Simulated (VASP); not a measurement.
Level of theory: TPSS meta-GGA, VASP's PBE PAW potentials (set 64) (plane waves; VASP).

VASP input:

POSCAR:
```
KCl
1.0
  0.0000000000   3.1450000000   3.1450000000
  3.1450000000   0.0000000000   3.1450000000
  3.1450000000   3.1450000000   0.0000000000
K Cl
1 1
Cartesian
  0.0000000000   0.0000000000   0.0000000000
  3.1450000000   3.1450000000   3.1450000000
```

INCAR:
```
SYSTEM = KCl
PREC = Accurate
ENCUT = 520
EDIFF = 1E-6
NELM = 100
ALGO = Normal
LREAL = .FALSE.
LASPH = .TRUE.
ISMEAR = 0
SIGMA = 0.05
METAGGA = TPSS
LMIXTAU = .TRUE.
LWAVE = .FALSE.
LCHARG = .FALSE.
IBRION = 2
ISIF = 3
NSW = 60
EDIFFG = -0.01
```

**KPOINTS**
```
kpoints
0
gamma
 7 7 7
```

POTCAR, in this order: K_sv Cl (PBE.64 set). Program: vasp_std.

Output of the run:

File OSZICAR:
```
...
DAV:  17    -0.189024737546E+02   -0.52918E-03   -0.41616E-02   616   0.921E-01    0.388E+00
DAV:  18    -0.188410387200E+02    0.61435E-01   -0.13640E-01   592   0.240E+00    0.164E+00
DAV:  19    -0.188301319481E+02    0.10907E-01   -0.20001E-02   604   0.931E-01    0.143E+00
DAV:  20    -0.188295751010E+02    0.55685E-03   -0.40941E-03   652   0.638E-01    0.125E+00
DAV:  21    -0.188252084829E+02    0.43666E-02   -0.34081E-02   552   0.135E+00    0.587E-01
DAV:  22    -0.188253767779E+02   -0.16829E-03   -0.79711E-03   548   0.753E-01    0.437E-01
DAV:  23    -0.188262897251E+02   -0.91295E-03   -0.15151E-03   532   0.326E-01    0.463E-01
DAV:  24    -0.188273446345E+02   -0.10549E-02   -0.14536E-03   520   0.360E-01    0.446E-01
DAV:  25    -0.188271257262E+02    0.21891E-03   -0.35926E-04   596   0.187E-01    0.434E-01
DAV:  26    -0.188279188813E+02   -0.79316E-03   -0.64946E-04   532   0.363E-01    0.391E-01
DAV:  27    -0.188270460833E+02    0.87280E-03   -0.56028E-04   532   0.359E-01    0.393E-01
DAV:  28    -0.334478516656E+04   -0.33260E+04   -0.31965E+04   776   0.114E+01    0.136E+02
DAV:  29     0.865066913180E+02    0.34313E+04   -0.29842E+04   748   0.127E+03    0.205E+02
DAV:  30    -0.396978289941E+01   -0.90476E+02   -0.73632E+02   644   0.169E+02    0.362E+01
DAV:  31    -0.190574743517E+02   -0.15088E+02   -0.98682E+01   648   0.633E+01    0.127E+01
DAV:  32    -0.187149567537E+02    0.34252E+00   -0.11281E+01   600   0.189E+01    0.856E+00
DAV:  33    -0.187780768284E+02   -0.63120E-01   -0.49876E-01   656   0.375E+00    0.474E+00
DAV:  34    -0.187982443061E+02   -0.20167E-01   -0.52133E-02   576   0.242E+00    0.275E+00
DAV:  35    -0.187980063691E+02    0.23794E-03   -0.14490E-02   832   0.134E+00    0.217E+00
DAV:  36    -0.187993742726E+02   -0.13679E-02   -0.39146E-02   864   0.201E+00    0.165E+00
DAV:  37    -0.188197409161E+02   -0.20367E-01   -0.18543E-02   852   0.159E+00    0.388E-01
DAV:  38    -0.188222409359E+02   -0.25000E-02   -0.32049E-03   576   0.620E-01    0.516E-01
DAV:  39    -0.188253098051E+02   -0.30689E-02   -0.14039E-03   544   0.342E-01    0.396E-01
DAV:  40    -0.188247079639E+02    0.60184E-03   -0.49842E-04   564   0.274E-01    0.474E-01
DAV:  41    -0.188255289323E+02   -0.82097E-03   -0.11618E-04   596   0.134E-01    0.443E-01
DAV:  42    -0.188264841113E+02   -0.95518E-03   -0.59214E-05   540   0.939E-02    0.489E-01
DAV:  43    -0.188281311927E+02   -0.16471E-02   -0.12237E-04   520   0.105E-01    0.507E-01
DAV:  44    -0.188285077402E+02   -0.37655E-03   -0.49748E-04   480   0.249E-01    0.486E-01
DAV:  45    -0.188254891520E+02    0.30186E-02   -0.34089E-03   480   0.474E-01    0.493E-01
DAV:  46    -0.260851191589E+07   -0.26085E+07   -0.23950E+07   664   0.608E+03    0.219E+02
DAV:  47     0.108367188391E+03    0.26086E+07   -0.20100E+04   652   0.135E+03    0.548E+02
DAV:  48    -0.881541695890E+01   -0.11718E+03   -0.87075E+02   664   0.201E+02    0.610E+01
DAV:  49    -0.200402755032E+02   -0.11225E+02   -0.29006E+02   744   0.945E+01    0.193E+01
DAV:  50    -0.188127085817E+02    0.12276E+01   -0.31874E+01   620   0.397E+01    0.507E+00
DAV:  51    -0.186882975142E+02    0.12441E+00   -0.28512E+00   604   0.126E+01    0.537E+00
DAV:  52    -0.191422100541E+02   -0.45391E+00   -0.25666E-01   608   0.596E+00    0.222E+00
DAV:  53    -0.188150724364E+02    0.32714E+00   -0.34777E-01   616   0.447E+00    0.133E+00
DAV:  54    -0.188308165374E+02   -0.15744E-01   -0.35890E-02   588   0.260E+00    0.940E-01
DAV:  55    -0.188211891487E+02    0.96274E-02   -0.10293E-02   600   0.137E+00    0.776E-01
DAV:  56    -0.188261766186E+02   -0.49875E-02   -0.57258E-03   540   0.105E+00    0.667E-01
DAV:  57    -0.178176348429E+04   -0.17629E+04   -0.16937E+04   744   0.909E+00    0.134E+02
DAV:  58     0.553950725487E+02    0.18372E+04   -0.26759E+04   744   0.134E+03    0.608E+02
DAV:  59    -0.120225668458E+02   -0.67418E+02   -0.54582E+02   632   0.120E+02    0.133E+02
DAV:  60    -0.177699752872E+02   -0.57474E+01   -0.71138E+01   700   0.612E+01    0.552E+01
DAV:  61    -0.187529777740E+02   -0.98300E+00   -0.14136E+01   604   0.249E+01    0.480E+01
DAV:  62    -0.192581258152E+02   -0.50515E+00   -0.16505E+00   612   0.139E+01    0.364E+01
DAV:  63    -0.188688108664E+02    0.38931E+00   -0.39014E-01   604   0.522E+00    0.349E+01
DAV:  64    -0.189825491831E+02   -0.11374E+00   -0.20598E-01   612   0.413E+00    0.317E+01
DAV:  65    -0.189735238206E+02    0.90254E-02   -0.64981E-02   576   0.293E+00    0.239E+01
DAV:  66    -0.188263625544E+02    0.14716E+00   -0.69204E-02   736   0.317E+00    0.154E+01
DAV:  67    -0.188582101940E+02   -0.31848E-01   -0.25749E-02   548   0.187E+00    0.110E+01
DAV:  68    -0.188231891014E+02    0.35021E-01   -0.13920E-02   564   0.159E+00    0.626E+00
DAV:  69    -0.188183192429E+02    0.48699E-02   -0.17234E-02   760   0.143E+00    0.272E+00
DAV:  70    -0.188235976066E+02   -0.52784E-02   -0.44252E-03   516   0.877E-01    0.146E+00
DAV:  71    -0.188264886275E+02   -0.28910E-02   -0.10265E-03   556   0.492E-01    0.106E+00
DAV:  72    -0.188258339728E+02    0.65465E-03   -0.15454E-03   496   0.550E-01    0.814E-01
DAV:  73    -0.188265010450E+02   -0.66707E-03   -0.35372E-03   488   0.615E-01    0.719E-01
DAV:  74    -0.188272307961E+02   -0.72975E-03   -0.24609E-04   524   0.211E-01    0.696E-01
DAV:  75    -0.188275099251E+02   -0.27913E-03   -0.56702E-05   564   0.951E-02    0.682E-01
DAV:  76    -0.188275142676E+02   -0.43425E-05   -0.58841E-06   612   0.289E-02    0.677E-01
DAV:  77    -0.188275655849E+02   -0.51317E-04   -0.27728E-06   548   0.222E-02    0.673E-01
DAV:  78    -0.188275626774E+02    0.29075E-05    0.49261E-07   400   0.855E-03    0.673E-01
DAV:  79    -0.188275630967E+02   -0.41928E-06    0.83303E-07   400   0.467E-03
   2 F= -.18827563E+02 E0= -.18827563E+02  d E =-.901229E-02
       N       E                     dE             d eps       ncg     rms          rms(c)
DAV:   1    -0.189849912992E+02   -0.15743E+00   -0.37122E+00   572   0.191E+01    0.268E+00
DAV:   2    -0.188504742405E+02    0.13452E+00   -0.37105E-01   632   0.521E+00    0.110E+00
DAV:   3    -0.188258209077E+02    0.24653E-01   -0.66024E-02   808   0.250E+00    0.113E+00
DAV:   4    -0.188269401798E+02   -0.11193E-02   -0.19835E-02   784   0.110E+00    0.414E-01
DAV:   5    -0.188275222579E+02   -0.58208E-03   -0.10096E-02   488   0.100E+00    0.351E-01
DAV:   6    -0.188291167651E+02   -0.15945E-02   -0.12600E-03   536   0.260E-01    0.104E-01
DAV:   7    -0.188294326919E+02   -0.31593E-03   -0.60038E-04   588   0.180E-01    0.186E-02
DAV:   8    -0.188294460427E+02   -0.13351E-04   -0.39787E-05   544   0.675E-02    0.135E-02
DAV:   9    -0.188294495099E+02   -0.34672E-05   -0.21257E-06   524   0.197E-02    0.882E-03
DAV:  10    -0.188294530427E+02   -0.35328E-05   -0.22169E-05   488   0.461E-02    0.868E-03
DAV:  11    -0.188294570808E+02   -0.40381E-05   -0.13438E-06   460   0.119E-02    0.548E-03
DAV:  12    -0.188294557865E+02    0.12943E-05   -0.37782E-07   380   0.733E-03    0.335E-03
DAV:  13    -0.188294579314E+02   -0.21449E-05   -0.11545E-06   344   0.108E-02    0.241E-03
DAV:  14    -0.188294574093E+02    0.52217E-06   -0.24803E-07   360   0.513E-03
   3 F= -.18829457E+02 E0= -.18829457E+02  d E =-.109066E-01
       N       E                     dE             d eps       ncg     rms          rms(c)
DAV:   1    -0.188367104869E+02   -0.72526E-02   -0.16465E-01   588   0.403E+00    0.581E-01
DAV:   2    -0.188306239026E+02    0.60866E-02   -0.16209E-02   584   0.111E+00    0.200E-01
DAV:   3    -0.188295798854E+02    0.10440E-02   -0.32273E-03   812   0.542E-01    0.178E-01
DAV:   4    -0.188296934650E+02   -0.11358E-03   -0.52268E-04   852   0.177E-01    0.827E-02
DAV:   5    -0.188297191987E+02   -0.25734E-04   -0.26952E-04   512   0.146E-01    0.559E-02
DAV:   6    -0.188297660995E+02   -0.46901E-04   -0.59630E-05   756   0.520E-02    0.169E-02
DAV:   7    -0.188297765924E+02   -0.10493E-04   -0.20083E-05   624   0.343E-02    0.284E-03
DAV:   8    -0.188297770575E+02   -0.46513E-06   -0.45760E-07   316   0.683E-03
   4 F= -.18829777E+02 E0= -.18829777E+02  d E =-.112262E-01
```

**OUTCAR**
```
------------------------ aborting loop because EDIFF is reached ----------------------------------------
  FORCE on cell =-STRESS in cart. coord.  units (eV):
  Direction    XX          YY          ZZ          XY          YZ          ZX
  --------------------------------------------------------------------------------------
  Total       -0.0119871     -0.0119871     -0.0119871      0.0000000      0.0000000      0.0000000
  in kB       -0.2897962     -0.2897962     -0.2897962      0.0000000      0.0000000      0.0000000
  external PRESSURE =      -0.2897962 kB  Pullay stress =       0.0000000 kB
  volume of cell :       66.27
      direct lattice vectors                 reciprocal lattice vectors
     0.000000000  3.211941836  3.211941836    -0.155669070  0.155669070  0.155669070
     3.211941836  0.000000000  3.211941836     0.155669070 -0.155669070  0.155669070
     3.211941836  3.211941836 -0.000000000     0.155669070  0.155669070 -0.155669070
  FREE ENERGIE OF THE ION-ELECTRON SYSTEM (eV)
  ---------------------------------------------------
  free  energy   TOTEN  =       -18.8297770575 eV

  energy  without entropy=      -18.8297770575  energy(sigma->0) =      -18.82977706

 reached required accuracy - stopping structural energy minimisation
```
(Selected blocks of OUTCAR.)

File CONTCAR:
```
KCl
   1.00000000000000
     0.0000000000000000    3.2119418359128691    3.2119418359128691
     3.2119418359128691    0.0000000000000000    3.2119418359128691
     3.2119418359128691    3.2119418359128691   -0.0000000000000000
  K               Cl
     1     1
Direct
     0.0000000000000000    0.0000000000000000    0.0000000000000000
     0.5000000000000000    0.5000000000000000    0.5000000000000000
```

OUTCAR:
```
 val. band max:       -2.1836556564   @ k =   0.0000   0.0000   0.0000

 cond. band min:       3.3251469412   @ k =   0.0000   0.0000   0.0000


 Fermi energy:        -1.9502364720

 k-point     1 :       0.0000    0.0000    0.0000
  band No.  band energies     occupation
      1     -30.0049      2.00000
      2     -14.4973      2.00000
      3     -13.0857      2.00000
      4     -13.0857      2.00000
      5     -13.0857      2.00000
      6      -2.1837      2.00000
      7      -2.1837      2.00000
      8      -2.1837      2.00000
      9       3.3251      0.00000
     10       6.5682      0.00000
     11       6.5682      0.00000
     12       6.5682      0.00000

 k-point     2 :       0.1429    0.0000    0.0000
  band No.  band energies     occupation
      1     -30.0035      2.00000
      2     -14.5268      2.00000
      3     -13.0870      2.00000
      4     -13.0870      2.00000
      5     -13.0476      2.00000
      6      -2.3857      2.00000
      7      -2.2374      2.00000
      8      -2.2374      2.00000
      9       3.7688      0.00000
     10       6.4312      0.00000
     11       6.8091      0.00000
     12       6.8091      0.00000

 k-point     3 :       0.2857    0.0000    0.0000
  band No.  band energies     occupation
      1     -30.0005      2.00000
      2     -14.5881      2.00000
      3     -13.0900      2.00000
      4     -13.0900      2.00000
      5     -12.9667      2.00000
      6      -2.7784      2.00000
      7      -2.3536      2.00000
      8      -2.3536      2.00000
      9       4.7795      0.00000
     10       6.3555      0.00000
     11       7.4815      0.00000
     12       7.4815      0.00000

 k-point     4 :       0.4286    0.0000    0.0000
  band No.  band energies     occupation
      1     -29.9981      2.00000
      2     -14.6334      2.00000
      3     -13.0923      2.00000
      4     -13.0923      2.00000
      5     -12.9054      2.00000
      6      -3.0513      2.00000
...
```

Energy and stress use the plane-wave basis of the starting cell.

The compound is KCl in the rock salt structure. This run relaxes it. Symmetry was kept, so distortions that lower it aren't found.
